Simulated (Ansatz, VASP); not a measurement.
## FeCuSO in two plane-wave programs

One calculation is typed for both programs; each brings its own data sets. How far apart do they land? Valence electrons are named where the data sets of a main pair hold unlike numbers.

Program: Ansatz 0.2.0. Level of theory: plane waves, with VASP 6.6.1 beside it; single point at PBE. Results are calculated unless marked as measured.

### Step 1. The starting structure

The structure is tetragonal, space group P4/nmm (No. 129). The conventional cell has a = 3.822 Å, b = 3.822 Å, c = 8.645 Å, α = 90.00°, β = 90.00°, γ = 90.00°. Cu has 4 S at 2.34 Å nearest. Fe has 4 O at 2.02 Å nearest. Nearest to S lie 4 Cu at 2.34 Å. Nearest to O lie 4 Fe at 2.02 Å. Farther neighbours and most contacts between anions are not listed.

### Step 2. VASP: single point, PBE

A single point gives forces, pressure and levels at one fixed geometry, so differences don't come from the geometry; what else differs is listed under the comparison.

Lines of VASP's logs that name or quote its potential files are left out, and so is its time.

INCAR

```
SYSTEM = FeCuSO
PREC = Accurate
ENCUT = 520
EDIFF = 1E-06
NELM = 100
ISMEAR = -1
SIGMA = 0.05
LREAL = .FALSE.
ALGO = Normal
GGA = PE
NBANDS = 43
ISPIN = 2
MAGMOM = 0.6 0.6 3 3 0 0 0 0
LMAXMIX = 4
LORBIT = 11
LWAVE = .FALSE.
LCHARG = .TRUE.
ISIF = 2
LELF = .TRUE.
LVHAR = .TRUE.
```

POSCAR

```
FeCuSO
1.0
    3.8219000000      0.0000000000      0.0000000000
    0.0000000000      3.8219000000      0.0000000000
    0.0000000000      0.0000000000      8.6450000000
Cu Fe S O
2 2 2 2
Direct
    0.5000000000      0.5000000000      0.5000000000
    0.0000000000      0.0000000000      0.5000000000
    0.0000000000      0.0000000000      0.0000000000
    0.5000000000      0.5000000000      0.0000000000
    0.0000000000      0.5000000000      0.6558000000
    0.5000000000      0.0000000000      0.3442000000
    0.0000000000      0.5000000000      0.0744000000
    0.5000000000      0.0000000000      0.9256000000
```

KPOINTS

```
Automatic mesh
0
Gamma
7 7 3
0 0 0
```

The projector-augmented-wave data sets are Cu, Fe, S and O (PBE family, release 64).

Run with:

```console
$ mpirun -np 4 vasp_std
```

Numbers of over 12 decimals in the logs are rounded to 6 here.

The program printed:

```text
[banner, memory and clock lines left out]
running    4 mpi-ranks, on    1 nodes
 distrk:  each k-point on    4 cores,    1 groups
 distr:  one band on    1 cores,    4 groups

 POSCAR found type information on POSCAR CuFeS O
 POSCAR found :  4 types and       8 ions
 LDA part: xc-table for (Slater+PW92), standard interpolation
|                                                                             |
|           W    W    AA    RRRRR   N    N  II  N    N   GGGG   !!!           |
|           W    W   A  A   R    R  NN   N  II  NN   N  G    G  !!!           |
|           W    W  A    A  R    R  N N  N  II  N N  N  G       !!!           |
|           W WW W  AAAAAA  RRRRR   N  N N  II  N  N N  G  GGG   !            |
|           WW  WW  A    A  R   R   N   NN  II  N   NN  G    G                |
|           W    W  A    A  R    R  N    N  II  N    N   GGGG   !!!           |
|                                                                             |
|     The number of bands has been changed from the values supplied in        |
|     The orbitals not found in the WAVECAR file will be initialized with     |
|     random numbers, which is usually adequate. For correlated               |
|     calculations, however, you should redo the groundstate calculation.     |
|     I found NBANDS = 43. Now, NBANDS = 44.                                  |
|                                                                             |

 POSCAR, INCAR and KPOINTS ok, starting setup
 FFT: planning ... GRIDC
 FFT: planning ... GRID_SOFT
 FFT: planning ... GRID
 WAVECAR not read
 entering main loop
       N       E                     dE             d eps       ncg     rms          rms(c)
DAV:   1     0.630292293650E+03    0.63029E+03   -0.26661E+04  3520   0.169E+03
DAV:   2     0.593004857074E+02   -0.57099E+03   -0.53507E+03  3572   0.396E+02
DAV:   3    -0.463425028955E+02   -0.10564E+03   -0.96865E+02  4488   0.183E+02
DAV:   4    -0.548704738839E+02   -0.85280E+01   -0.83845E+01  5276   0.566E+01
DAV:   5    -0.550798593315E+02   -0.20939E+00   -0.20885E+00  5280   0.101E+01    0.306E+01
DAV:   6    -0.709581283115E+02   -0.15878E+02   -0.19245E+02  5352   0.133E+02    0.793E+01
DAV:   7    -0.478732135477E+02    0.23085E+02   -0.40158E+01  5488   0.106E+02    0.181E+01
DAV:   8    -0.467688800846E+02    0.11043E+01   -0.30652E+01  5784   0.945E+01    0.244E+01
DAV:   9    -0.462607889342E+02    0.50809E+00   -0.23590E+01  5680   0.402E+01    0.143E+01
DAV:  10    -0.458607223736E+02    0.40007E+00   -0.74843E-01  5724   0.126E+01    0.109E+01
DAV:  11    -0.455067786342E+02    0.35394E+00   -0.67811E-01  6008   0.109E+01    0.561E+00
DAV:  12    -0.454279045471E+02    0.78874E-01   -0.32386E-01  5568   0.502E+00    0.273E+00
DAV:  13    -0.454043132607E+02    0.23591E-01   -0.99840E-02  6348   0.477E+00    0.704E-01
DAV:  14    -0.454067458229E+02   -0.24326E-02   -0.15771E-02  5060   0.960E-01    0.579E-01
DAV:  15    -0.454072438021E+02   -0.49798E-03   -0.23028E-03  5648   0.322E-01    0.320E-01
DAV:  16    -0.454076525883E+02   -0.40879E-03   -0.14872E-03  4948   0.320E-01    0.202E-01
DAV:  17    -0.454076930960E+02   -0.40508E-04   -0.77042E-04  6040   0.334E-01    0.731E-02
DAV:  18    -0.454077033678E+02   -0.10272E-04   -0.10027E-04  5244   0.138E-01    0.278E-02
DAV:  19    -0.454077134206E+02   -0.10053E-04   -0.40204E-05  5380   0.461E-02    0.136E-02
DAV:  20    -0.454077148623E+02   -0.14417E-05   -0.69885E-06  3956   0.213E-02    0.122E-02
DAV:  21    -0.454077156767E+02   -0.81443E-06   -0.56547E-06  2676   0.202E-02
   1 F= -.45407716E+02 E0= -.45383507E+02  d E =-.484183E-01  mag=     8.6626
```

From OUTCAR (step 2):

```text
ion  position               nearest neighbor table
   1  0.500  0.500  0.500-   5 2.34   6 2.34   6 2.34   5 2.34   2 2.70   2 2.70   2 2.70   2 2.70

  LATTYP: Found a simple tetragonal cell.
 ALAT       =     3.8219000000
 C/A-ratio  =     2.2619639446

 Subroutine GETGRP returns: Found 16 space group operations
 (whereof  8 operations were pure point group operations)

The static configuration has the point symmetry D_2d.
 The point group associated with its full space group is D_4h.

 Found     20 irreducible k-points:

   k-points           NKPTS =     20   k-points in BZ     NKDIM =     20   number of bands    NBANDS=     44

   dimension x,y,z NGX =    28 NGY =   28 NGZ =   64
   dimension x,y,z NGXF=    56 NGYF=   56 NGZF=  128

   ENCUT  =  520.0 eV  38.22 Ry    6.18 a.u.   7.11  7.11 16.07*2*pi/ulx,y,z

   NELECT =      62.0000    total number of electrons

 k-points in reciprocal lattice and weights: Automatic mesh
   0.00000000  0.00000000  0.00000000       0.007
   0.14285714  0.00000000  0.00000000       0.027
   0.28571429  0.00000000  0.00000000       0.027
   0.42857143  0.00000000  0.00000000       0.027
   0.14285714  0.14285714  0.00000000       0.027
   0.28571429  0.14285714  0.00000000       0.054
   0.42857143  0.14285714  0.00000000       0.054
   0.28571429  0.28571429  0.00000000       0.027
   0.42857143  0.28571429  0.00000000       0.054
[...]
0.42857143  0.28571429  0.33333333       0.109
   0.42857143  0.42857143  0.33333333       0.054

 average (electrostatic) potential at core
       1 -67.4063       2 -67.4063       3 -46.7886       4 -46.7886       5 -87.8259
       6 -87.8259       7 -72.2396       8 -72.2396

 E-fermi :   3.6257

 spin component 1
 k-point     1 :       0.0000    0.0000    0.0000
  band No.  band energies     occupation
    ...
     29       2.1768      1.00000
     30       2.1768      1.00000
     31       2.2481      1.00000
     32       2.2481      1.00000
     33       2.7944      1.00000
     34       3.6282      0.48788
     35       4.1780      0.00002
     36       4.1780      0.00002
     37       5.2837      0.00000
     38       7.9207      0.00000
    ...

 k-point     2 :       0.1429    0.0000    0.0000
  band No.  band energies     occupation
    ...
     30       2.1939      1.00000
     31       2.2310      1.00000
     32       2.5974      1.00000
     33       2.9695      1.00000
     34       3.5607      0.78580
     35       3.7312      0.10817
     36       4.1460      0.00003
     37       5.8831      0.00000
     38       8.0816      0.00000
     39       8.4597      0.00000
    ...

 k-point     3 :       0.2857    0.0000    0.0000
  band No.  band energies     occupation
    ...
     31       2.3174      1.00000
     32       2.9933      1.00000
     33       3.0364      0.99999
     34       3.3022      0.99845
     35       3.4897      0.93819
     36       4.0343      0.00028
     37       6.9713      0.00000
     38       7.9103      0.00000
     39       8.2830      0.00000
     40       8.7419      0.00000
    ...

 k-point     4 :       0.4286    0.0000    0.0000
  band No.  band energies     occupation
    ...
     31       2.4896      1.00000
     32       2.7351      1.00000
     33       3.2558      0.99939
     34       3.4098      0.98686
     35       3.4642      0.96195
     36       3.8104      0.02430
     37       7.6399      0.00000
     38       7.8207      0.00000
     39       8.2617      0.00000
     40       9.1408      0.00000
    ...

 k-point     5 :       0.1429    0.1429    0.0000
  band No.  band energies     occupation
    ...
     30       1.8794      1.00000
     31       2.4742      1.00000
     32       2.6337      1.00000
     33       3.1273      0.99995
     34       3.5015      0.92300
     35       3.7117      0.15199
     36       3.7557      0.06922
     37       6.3121      0.00000
     38       8.7537      0.00000
     39       8.8239      0.00000
    ...

 k-point     6 :       0.2857    0.1429    0.0000
  band No.  band energies     occupation
    ...
     31       2.6967      1.00000
     32       2.8176      1.00000
     33       3.1033      0.99997
     34       3.2101      0.99975
     35       3.4566      0.96718
     36       3.6795      0.25444
     37       7.1874      0.00000
     38       8.3068      0.00000
     39       8.7805      0.00000
     40       9.2100      0.00000
    ...

  Total       -0.4367873     -0.4367873     -2.0980617      0.0000000      0.0000000      0.0000000
  in kB       -5.5418775     -5.5418775    -26.6198256      0.0000000      0.0000000      0.0000000
  external PRESSURE =     -12.5678602 kB  Pullay stress =       0.0000000 kB

  energy-cutoff  :      520.00
  volume of cell :      126.28
      direct lattice vectors                 reciprocal lattice vectors
     3.821900000  0.000000000  0.000000000     0.261649965  0.000000000  0.000000000
     0.000000000  3.821900000  0.000000000     0.000000000  0.261649965  0.000000000
     0.000000000  0.000000000  8.645000000     0.000000000  0.000000000  0.115673800

 POSITION                                       TOTAL-FORCE (eV/Angst)
 -----------------------------------------------------------------------------------
      1.91095      1.91095      4.32250         0.000000     -0.000000      0.000000
      0.00000      0.00000      4.32250        -0.000000      0.000000      0.000000
      0.00000      0.00000      0.00000        -0.000000     -0.000000      0.000000
      1.91095      1.91095      0.00000        -0.000000      0.000000      0.000000
      0.00000      1.91095      5.66939        -0.000000     -0.000000      0.003210
      1.91095      0.00000      2.97561        -0.000000     -0.000000     -0.003210
      0.00000      1.91095      0.64319        -0.000000      0.000000     -0.225184
      1.91095      0.00000      8.00181         0.000000      0.000000      0.225184
 -----------------------------------------------------------------------------------
    total drift:                                0.000000      0.000000      0.000000

  FREE ENERGIE OF THE ION-ELECTRON SYSTEM (eV)
  ---------------------------------------------------
  free  energy   TOTEN  =       -45.4077156767 eV

  energy  without entropy=      -45.3592973968  energy(sigma->0) =      -45.38350654

 total charge
# of ion       s       p       d       tot
------------------------------------------
    1        0.383   0.394   9.171   9.948
    2        0.383   0.394   9.171   9.948
    3        0.332   0.418   6.050   6.800
    4        0.332   0.418   6.050   6.800
    5        1.343   2.306   0.000   3.649
    6        1.343   2.306   0.000   3.649
    7        1.562   3.418   0.000   4.981
    8        1.562   3.418   0.000   4.981
--------------------------------------------------
tot          7.242  13.074  30.442  50.757

 magnetization (x)
# of ion       s       p       d       tot
------------------------------------------
    1       -0.000   0.007   0.056   0.062
    2       -0.000   0.007   0.056   0.062
    3        0.036   0.030   3.587   3.652
    4        0.036   0.030   3.587   3.652
    5        0.002   0.069   0.000   0.071
    6        0.002   0.069   0.000   0.071
    7        0.022   0.343   0.000   0.364
    8        0.022   0.343   0.000   0.364
--------------------------------------------------
tot          0.119   0.896   7.285   8.300

[... 6 further parts left out ...]
```

The magnetic state follows from one typed start and may not be the lowest. With spin, VASP writes an ELF for each channel. The k-mesh is coarse for a metal. LASPH is off, so gradient terms of the non-spherical density inside the spheres are left out; for open d or f shells this can shift gaps and moments.

[end of part 1 of 2]

[Lines on the potential files, build, host, timing and source positions are cut from VASP's logs without a mark.]

[Logs are printed without paths, hosts, clocks, repeated set-up lines and the standing remarks that a program may print on its own settings, such as how far it seeks lower states.]

[Hosts, paths, dates, database ids (printed as entryN), source tags and the programs' standing remarks are cut or masked in the printed files.]
